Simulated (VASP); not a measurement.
# RbAl2 (P4/mmm) in VASP: reference runs

Reference runs on RbAl2: the cell as given and a disturbed copy.

Everything below comes from runs of VASP 6.6.1. Logs are shortened: lines on timing, memory, paths and dates and some standing lists are left out, and cuts for length are marked.

**1. Starting point**

The structure is tetragonal, space group P4/mmm (No. 123). The conventional cell has a = 6.811 Å, b = 6.811 Å, c = 2.967 Å, α = 90.00°, β = 90.00°, γ = 90.00°. Rb (site symmetry 4/mmm) is surrounded by 2 Rb at 2.97 Å. Al (site symmetry mmm) is surrounded by 2 Al at 2.97 Å.

The cell was built by a generator and needn't be a form met in nature.

**2. Single point, PBE**

Input file INCAR:

```
ALGO = Normal ; EDIFF = 1E-7
ENCUT = 520 ; GGA = PE
ISIF = 2 ; ISMEAR = -1
LASPH = T ; LCHARG = F
LREAL = F ; LWAVE = F
NBANDS = 14 ; NELM = 60
PREC = Accurate ; SIGMA = 0.05
```

Input file KPOINTS:

```
k-points
0
Gamma
  4 4 9
```

Input file POSCAR:

```
RbAl2
1.0
    6.8109900000      0.0000000000      0.0000000000
    0.0000000000      6.8109900000      0.0000000000
    0.0000000000      0.0000000000      2.9667700000
Rb Al
1 2
Direct
    0.0000000000      0.0000000000      0.0000000000
    0.5000000000      0.0000000000      0.5000000000
    0.0000000000      0.5000000000      0.5000000000
```

Potentials or basis: VASP PAW PBE potentials, release 64 (Rb_sv, Al).

Run with:

```sh
> cat potpaw_PBE.64/Rb_sv/POTCAR potpaw_PBE.64/Al/POTCAR > POTCAR
> mpirun -np 1 vasp_std > vasp.out
```

OUTCAR:

```text
EDIFF = 1E-7
   ENCUT = 520
   GGA = PE
   ISIF = 2
   ISMEAR = -1
   LASPH = T
   LREAL = F
   NELM = 60
   PREC = Accurate

 ion  position               nearest neighbor table
   1  0.000  0.000  0.000-   2 3.71   3 3.71   2 3.71   3 3.71   3 3.71   3 3.71   2 3.71   2 3.71

   2  0.500  0.000  0.500-   1 3.71   1 3.71   1 3.71   1 3.71
   3  0.000  0.500  0.500-   1 3.71   1 3.71   1 3.71   1 3.71

  LATTYP: Found a simple tetragonal cell.
 ALAT       =     6.8109900000
 C/A-ratio  =     0.4355857225

  Lattice vectors:

 A1 = (   6.8109900000,   0.0000000000,   0.0000000000)
 A2 = (   0.0000000000,   6.8109900000,   0.0000000000)
 A3 = (   0.0000000000,   0.0000000000,   2.9667700000)

Analysis of symmetry for initial positions (statically):
=====================================================================
 Subroutine PRICEL returns:
 Original cell was already a primitive cell.

 Routine SETGRP: Setting up the symmetry group for a
 simple tetragonal supercell.

 Subroutine GETGRP returns: Found 16 space group operations
 (whereof 16 operations were pure point group operations)
 out of a pool of 16 trial point group operations.

The static configuration has the point symmetry D_4h.

Analysis of symmetry for dynamics (positions and initial velocities):
=====================================================================
 Subroutine PRICEL returns:
 Original cell was already a primitive cell.

 Routine SETGRP: Setting up the symmetry group for a
 simple tetragonal supercell.

 Subroutine GETGRP returns: Found 16 space group operations
 (whereof 16 operations were pure point group operations)
 out of a pool of 16 trial point group operations.

The dynamic configuration has the point symmetry D_4h.

 Subroutine INISYM returns: Found 16 space group operations
 (whereof 16 operations are pure point group operations),
 and found     1 'primitive' translations

----------------------------------------------------------------------------------------

                                     Primitive cell

  volume of cell :     137.6272

  direct lattice vectors                    reciprocal lattice vectors
     6.810990000  0.000000000  0.000000000     0.146821534  0.000000000  0.000000000
     0.000000000  6.810990000  0.000000000     0.000000000  0.146821534  0.000000000
     0.000000000  0.000000000  2.966770000     0.000000000  0.000000000  0.337066911

  length of vectors
     6.810990000  6.810990000  2.966770000     0.146821534  0.146821534  0.337066911

  position of ions in fractional coordinates (direct lattice)
     0.000000000  0.000000000  0.000000000
     0.500000000  0.000000000  0.500000000
     0.000000000  0.500000000  0.500000000

  ion indices of the primitive-cell ions
   primitive index   ion index
                 1           1
                 2           2
                 3           3

----------------------------------------------------------------------------------------

 KPOINTS: k-points

Automatic generation of k-mesh.
 Grid dimensions read from file:
 generate k-points for:    4    4    9

 Generating k-lattice:

  Cartesian coordinates                     Fractional coordinates (reciprocal lattice)
     0.036705384  0.000000000  0.000000000     0.250000000  0.000000000  0.000000000
     0.000000000  0.036705384  0.000000000     0.000000000  0.250000000  0.000000000
     0.000000000  0.000000000  0.037451879     0.000000000  0.000000000  0.111111111

  Length of vectors
     0.036705384  0.036705384  0.037451879

  Shift w.r.t. Gamma in fractional coordinates (k-lattice)
     0.000000000  0.000000000  0.000000000

 Subroutine IBZKPT returns following result:
 ===========================================

 Found     30 irreducible k-points:

 Following reciprocal coordinates:
            Coordinates               Weight
  0.000000  0.000000  0.000000      1.000000
  0.250000  0.000000  0.000000      4.000000
  0.500000  0.000000  0.000000      2.000000
  0.250000  0.250000  0.000000      4.000000
  0.500000  0.250000  0.000000      4.000000
  0.500000  0.500000  0.000000      1.000000
[... 16 lines left out ...]
  0.500000  0.250000  0.333333      8.000000
  0.500000  0.500000  0.333333      2.000000
 [... further k-points ...]
   k-points           NKPTS =     30   k-points in BZ     NKDIM =     30   number of bands    NBANDS=     14
   number of dos      NEDOS =    301   number of ions     NIONS =      3
   total plane-waves  NPLWV =  69984
   dimension x,y,z NGX =    54 NGY =   54 NGZ =   24
   dimension x,y,z NGXF=   108 NGYF=  108 NGZF=   48
   ions per type =               1   2
   NGX,Y,Z   is equivalent  to a cutoff of  13.18, 13.18, 13.45 a.u.
   NGXF,Y,Z  is equivalent  to a cutoff of  26.36, 26.36, 26.90 a.u.
 SYSTEM =  unknown system
   PREC   = accura    normal or accurate (medium, high low for compatibility)
   ISTART =      0    job   : 0-new  1-cont  2-samecut
   ICHARG =      2    charge: 1-file 2-atom 10-const
   ISPIN  =      1    spin polarized calculation?
   LNONCOLLINEAR =      F non collinear calculations
   LSORBIT =      F    spin-orbit coupling
   LASPH  =      T    aspherical Exc in radial PAW
   ENCUT  =  520.0 eV  38.22 Ry    6.18 a.u.  12.66 12.66  5.52*2*pi/ulx,y,z
   NELM   =     60;   NELMIN=  2; NELMDL= -5     # of ELM steps
   EDIFF  = 0.1E-06   stopping-criterion for ELM
   LREAL  =      F    real-space projection
   EDIFFG = 0.1E-05   stopping-criterion for IOM
   NSW    =      0    number of steps for IOM
   IBRION =     -1    ionic relax: 0-MD 1-quasi-New 2-CG
   NFREE  =      0    steps in history (QN), initial steepest desc. (CG)
   ISIF   =      2    stress and relaxation
   ISYM   =      2    0-nonsym 1-usesym 2-fastsym
   POTIM  = 0.5000    time-step for ionic-motion
   TEBEG  =    0.0;   TEEND  =   0.0 temperature during run
   PSTRESS=    0.0 pullay stress
   NELECT =      15.0000    total number of electrons
   NUPDOWN=      -1.0000    fix difference up-down
   EMIN   =  10.00;   EMAX   =-10.00  energy-range for DOS
   EFERMI =   0.00;   METHOD = LEGACY
   ISMEAR =    -1;   SIGMA  =   0.05  broadening in eV -4-tet -1-fermi 0-gaus
   EFERMI_NEDOS =   21; number of points for ismear=-14 and -15
   IALGO  =     38    algorithm
   IMIX   =      4    mixing-type and parameters
     AMIX     =   0.40;   BMIX     =  1.00
     AMIX_MAG =   1.60;   BMIX_MAG =  1.00
  volume/ion in A,a.u.               =      45.88       309.58
  Fermi-wavevector in a.u.,A,eV,Ry     =   0.781995  1.477756  8.320176  0.611516
  Thomas-Fermi vector in A             =   1.885627
   LORBIT       =      0    0 simple, 1 ext, 2 COOP (PROOUT), +10 PAW based schemes
   GGA     = PE    functional components
   LHFCALC =     F    Hartree Fock is set to
   AEXX    =    0.0000 exact exchange contribution
   IVDW    =     0    specifies the selected vdW correction
   LEPSILON=     F    determine dielectric tensor
   LRPA    =     F    only Hartree local field effects (RPA)
 non-spin polarized calculation
  energy-cutoff  :      520.00
  volume of cell :      137.63
 maximum number of plane-waves:      3729
 NGX is ok and might be reduce to    54
   NGX = 25   NGY = 25   NGZ = 11

 number of electron      15.0000000 magnetization

 Free energy of the ion-electron system (eV)
  ---------------------------------------------------
  ext. energy  EPLUGINS =         0.00000000
  ---------------------------------------------------
  free energy    TOTEN  =        -5.14408341 eV

  energy without entropy =       -5.12105152  energy(sigma->0) =       -5.13256746

 E-fermi :   0.7798     XC(G=0):  -6.6954

 val. band max:        0.7562408876   @ k =   0.5000   0.2500   0.0000
 cond. band min:       0.7924646927   @ k =   0.5000   0.5000   0.0000
 fundamental gap:      0.0362238051
 Fermi energy:         0.7798412709

 k-point     1 :       0.0000    0.0000    0.0000
  band No.  band energies     occupation
      1     -27.8056      2.00000
      2     -11.8473      2.00000
      3     -11.8473      2.00000
      4     -10.2817      2.00000
      5      -5.0844      2.00000
      6      -4.4395      2.00000
      7       0.1988      1.99998
      8       0.1988      1.99998
      9       1.8045      0.00000
     10       1.8045      0.00000
     11       3.0279      0.00000
     12       3.0704      0.00000
     13       4.0711      0.00000
     14       5.2042      0.00000

 k-point     2 :       0.2500    0.0000    0.0000
  band No.  band energies     occupation
      1     -27.8056      2.00000
      2     -11.8543      2.00000
      3     -11.8471      2.00000
      4     -10.2817      2.00000
      5      -4.9582      2.00000
      6      -4.4687      2.00000
      7      -0.0182      2.00000
      8       0.3093      1.99984
      9       1.1527      0.00115
     10       1.2619      0.00013
     11       3.4892      0.00000
     12       3.9630      0.00000
     13       4.7422      0.00000
     14       5.3706      0.00000

 k-point     3 :       0.5000    0.0000    0.0000
  band No.  band energies     occupation
      1     -27.8056      2.00000
      2     -11.8614      2.00000
      3     -11.8469      2.00000
      4     -10.2817      2.00000
      5      -4.7856      2.00000
      6      -4.5391      2.00000
      7      -0.2290      2.00000
      8       0.6117      1.93306
      9       0.7087      1.61170
     10       0.7477      1.31118
     11       3.7395      0.00000
     12       5.1196      0.00000
     13       5.4220      0.00000
     14       5.7464      0.00000

 k-point     4 :       0.2500    0.2500    0.0000
  band No.  band energies     occupation
      1     -27.8056      2.00000
      2     -11.8542      2.00000
      3     -11.8541      2.00000
      4     -10.2817      2.00000
      5      -4.8314      2.00000
      6      -4.4780      2.00000
      7      -0.3874      2.00000
      8       0.2841      1.99990
      9       0.5851      1.96012
     10       1.7756      0.00000
     11       3.6985      0.00000
     12       4.0199      0.00000
     13       5.3796      0.00000
     14       6.0471      0.00000

 k-point     5 :       0.5000    0.2500    0.0000
  band No.  band energies     occupation
      1     -27.8055      2.00000
      2     -11.8611      2.00000
      3     -11.8539      2.00000
      4     -10.2817      2.00000
      5      -4.6570      2.00000
      6      -4.5258      2.00000
      7      -0.6501      2.00000
      8      -0.1114      2.00000
      9       0.7562      1.23172
     10       1.7158      0.00000
     11       3.9608      0.00000
[... 276 lines left out ...]
 k-point    22 :       0.2500    0.2500    0.3333
  band No.  band energies     occupation
      1     -27.4133      2.00000
      2     -12.7966      2.00000
      3     -11.4283      2.00000
      4     -11.4283      2.00000
      5      -3.0296      2.00000
      6      -2.7137      2.00000
      7       1.0896      0.00407
      8       1.6518      0.00000
      9       2.0257      0.00000
     10       2.2121      0.00000
     11       2.6941      0.00000
     12       3.4184      0.00000
     13       4.8065      0.00000
     14       5.2998      0.00000

 k-point    23 :       0.5000    0.2500    0.3333
  band No.  band energies     occupation
      1     -27.4133      2.00000
      2     -12.7963      2.00000
      3     -11.4313      2.00000
      4     -11.4282      2.00000
      5      -2.8706      2.00000
      6      -2.8240      2.00000
      7       1.0831      0.00464
      8       1.6399      0.00000
      9       1.9365      0.00000
     10       2.1396      0.00000
     11       2.5899      0.00000
     12       3.4143      0.00000
     13       5.0633      0.00000
     14       5.1499      0.00000

 k-point    24 :       0.5000    0.5000    0.3333
  band No.  band energies     occupation
      1     -27.4132      2.00000
      2     -12.7959      2.00000
      3     -11.4312      2.00000
      4     -11.4312      2.00000
      5      -2.8100      2.00000
      6      -2.8100      2.00000
      7       0.8982      0.17137
      8       1.3754      0.00001
      9       2.1417      0.00000
     10       2.1417      0.00000
     11       2.5238      0.00000
     12       3.9158      0.00000
     13       5.0632      0.00000
     14       5.0632      0.00000

 [... further k-points ...]

------------------------ aborting loop because EDIFF is reached ----------------------------------------

  FORCE on cell =-STRESS in cart. coord.  units (eV):
  Direction    XX          YY          ZZ          XY          YZ          ZX
  --------------------------------------------------------------------------------------
  -------------------------------------------------------------------------------------
  Total       -0.1906917     -0.1906917      0.8148990      0.0000000      0.0000000      0.0000000
  in kB       -2.2199238     -2.2199238      9.4865874      0.0000000      0.0000000      0.0000000
  external PRESSURE =       1.6822466 kB  Pullay stress =       0.0000000 kB

 VOLUME and BASIS-vectors are now :
 -----------------------------------------------------------------------------
  energy-cutoff  :      520.00
  volume of cell :      137.63
      direct lattice vectors                 reciprocal lattice vectors
     6.810990000  0.000000000  0.000000000     0.146821534  0.000000000  0.000000000
     0.000000000  6.810990000  0.000000000     0.000000000  0.146821534  0.000000000
     0.000000000  0.000000000  2.966770000     0.000000000  0.000000000  0.337066911

 POSITION                                       TOTAL-FORCE (eV/Angst)
 -----------------------------------------------------------------------------------
      0.00000      0.00000      0.00000         0.000000      0.000000      0.000000
      3.40550      0.00000      1.48338         0.000000      0.000000      0.000000
      0.00000      3.40550      1.48338         0.000000      0.000000      0.000000
 -----------------------------------------------------------------------------------
    total drift:                                0.000000     -0.000000     -0.000000

  FREE ENERGIE OF THE ION-ELECTRON SYSTEM (eV)
  ---------------------------------------------------
  free  energy   TOTEN  =        -5.1440834106 eV

  energy  without entropy=       -5.1210515165  energy(sigma->0) =       -5.13256746
```

Wall time 74 s (1 thread of Intel Xeon Platinum 8175M at 2.50GHz (Skylake/Cascade Lake), shared host); peak memory 0.26 GiB.

Results:

```
Free energy            : -5.1441 eV
Pressure               : 0.2 GPa
Band gap on the k mesh : none (metal or under the smearing width)
```

Levels at points of the mesh, in eV from the Fermi level:
```tsv
k point	band 4	band 5	band 6	band 7	band 8	band 9	band 10	band 11	band 12	band 13
(0.00, 0.00, 0.00)	-11.06	-5.86	-5.22	-0.58	-0.58	1.02	1.02	2.25	2.29	3.29
(0.50, 0.00, 0.00)	-11.06	-5.57	-5.32	-1.01	-0.17	-0.07	-0.03	2.96	4.34	4.64
(0.50, 0.50, 0.00)	-11.06	-5.29	-5.29	-1.81	-1.18	0.01	1.51	3.33	4.16	4.16
```

**3. Single point, PBE (atoms moved at random, drawn with an rms of 0.05 Å)**

Input file INCAR:

```
SYSTEM = RbAl2
ALGO     = Normal         ! electronic algorithm
EDIFF    = 1E-7           ! SCF threshold, eV
ENCUT    = 520            ! plane-wave cutoff, eV
GGA      = PE             ! functional
ISIF     = 2              ! what is computed and relaxed
ISMEAR   = -1             ! smearing method
LASPH    = .True.         ! aspherical terms in the spheres
LCHARG   = .False.        ! write CHGCAR
LREAL    = .False.        ! projectors in reciprocal space
LWAVE    = .False.        ! write WAVECAR
NBANDS   = 14             ! bands
NELM     = 80             ! most SCF steps
PREC     = Accurate       ! precision mode
SIGMA    = 0.05           ! smearing width, eV
```

Input file KPOINTS:

```
k-points
0
Gamma
  4 4 9
  0 0 0
```

Input file POSCAR:

```
RbAl2
1.0
    6.8109900000      0.0000000000      0.0000000000
    0.0000000000      6.8109900000      0.0000000000
    0.0000000000      0.0000000000      2.9667700000
Rb Al
1 2
Direct
   -0.0056140000      0.0037450000      0.0097270000
    0.5037420000      0.0019430000      0.5172250000
   -0.0141860000      0.4953720000      0.5071680000
```

Potentials or basis: VASP PAW PBE potentials, release 64 (Rb_sv, Al).

Run with:

```sh
> cat potpaw_PBE.64/Rb_sv/POTCAR potpaw_PBE.64/Al/POTCAR > POTCAR
> mpirun -np 1 vasp_std > vasp.out
```

Wall time 3.8 min (1 thread of Intel Xeon Platinum 8175M at 2.50GHz (Skylake/Cascade Lake), shared host); peak memory 0.33 GiB.

It converged, with:

- Free energy: -5.1429 eV
- Pressure: 0.2 GPa
- Largest force: 0.143 eV/Å
- Band gap on the k mesh: none (metal or under the smearing width)

Forces on the atoms (eV/Å):
```
Rb   0.110 -0.090  0.003
Al  -0.037  0.023 -0.005
Al  -0.073  0.067  0.002
```

Stress tensor (GPa, compression positive):
```
-0.21 -0.01  0.00
-0.01 -0.23  0.00
 0.00  0.00  0.95
```

Levels at points of the mesh, in eV from the Fermi level:
```
           k point  band 4  band 5  band 6  band 7  band 8  band 9  band 10  band 11  band 12  band 13
(0.00, 0.00, 0.00)  -11.06   -5.87   -5.22   -0.59   -0.58    1.01     1.03     2.25     2.30     3.29
(0.50, 0.00, 0.00)  -11.06   -5.57   -5.32   -1.01   -0.22   -0.04    -0.01     2.96     4.34     4.64
(0.00, 0.50, 0.00)  -11.06   -5.57   -5.32   -1.01   -0.20   -0.07     0.00     2.95     4.31     4.63
(0.50, 0.50, 0.00)  -11.06   -5.29   -5.29   -1.81   -1.18    0.01     1.52     3.33     4.16     4.17
```
